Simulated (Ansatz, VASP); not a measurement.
**Si2NF2 in VASP and in Ansatz**

INCAR

```
SYSTEM = Si2NF2
PREC     = Accurate       ! precision mode
ENCUT    = 520            ! plane-wave cutoff, eV
EDIFF    = 1E-6           ! SCF threshold, eV
ISMEAR   = 0              ! smearing method
SIGMA    = 0.1            ! smearing width, eV
LREAL    = .False.        ! projectors in reciprocal space
LASPH    = .True.         ! aspherical terms in the spheres
NELM     = 150            ! most SCF steps
ALGO     = Normal         ! electronic algorithm
ISIF     = 2              ! what is computed and relaxed
LWAVE    = .False.        ! write WAVECAR
LCHARG   = .False.        ! write CHGCAR
ISPIN    = 2              ! spin polarisation
MAGMOM   = 0 0 1 1 1      ! initial moments
LORBIT   = 11             ! projections on sites
GGA      = PE             ! functional
NBANDS   = 26             ! bands
```

File KPOINTS:

```
regular mesh
0
Gamma
  6 6 4
  0 0 0
```

The input POSCAR:

```
Si2NF2
1.0
    3.4747150200      0.0000000000      0.0000000000
   -1.7373575100      3.0091914700      0.0000000000
    0.0000000000      0.0000000000      5.9508334800
Si N F
2 1 2
Direct
    0.3333333300      0.6666666700      0.0000000000
    0.6666666700      0.3333333300      0.0000000000
    0.0000000000      0.0000000000      0.5000000000
    0.0000000000      0.0000000000      0.1326089400
    0.0000000000      0.0000000000      0.8673910600
```

Input for Ansatz:

```yaml
crystal:
  lattice:
    - [3.47471502, 0.0, 0.0]
    - [-1.73735751, 3.00919147, 0.0]
    - [0.0, 0.0, 5.95083348]
  atoms:
    - { symbol: Si, position: [0.33333333, 0.66666667, 0.0] }
    - { symbol: Si, position: [0.66666667, 0.33333333, 0.0] }
    - { symbol: "N", position: [0.0, 0.0, 0.5], spin: 1.0 }
    - { symbol: F, position: [0.0, 0.0, 0.13260894], spin: 1.0 }
    - { symbol: F, position: [0.0, 0.0, 0.86739106], spin: 1.0 }
basis:
  ecutwfc: 420
kpoints:
  mp_grid: { grid: [6, 6, 4] }
hamiltonian:
  xc: pbe
scf:
  occupations: { method: gaussian, width: 0.1 }
  lower_state_search: "off"
output:
  forces: true
  stress: true
  eigenvalues: true
  populations: true
magnetization:
  spin_polarized: true
```

Alike in both runs: task single point; functional PBE; k mesh 6 × 6 × 4; occupations gaussian, width 0.1 eV; collinear spin.

|  | VASP | Ansatz |
| --- | --- | --- |
| version | VASP 6.6.1 | Ansatz 0.2.0 |
| potentials or method | VASP PAW PBE potentials, release 64 (Si, N, F) | scalar-relativistic, plane waves, PAW |
| plane-wave cutoff (eV) | 520 | 420 |
| valence electrons in the cell | 27 | 27 |

|  | VASP | Ansatz | Ansatz less VASP |
| --- | --- | --- | --- |
| gap on the k mesh at the Fermi level (eV) | none | none | - |
| rms of the force components (eV/Å) | 5.879 | 5.853 | -0.0255 |
| net moment per atom (μB) | 0.41 | 0.43 | +0.017 |
| size of the moment on the site where the two differ most (μB) | 1.64 | 1.95 | +0.312 |

Site moments also hang on the region over which each program counts them. Atom by atom the forces differ by 0.026 eV/Å (rms over components). A gap of «none» marks a metal or a gap that the smearing closes.

Caveats: forces of over 1 eV/Å show positions far from the minimum, so gaps and moduli don't describe the material at rest.
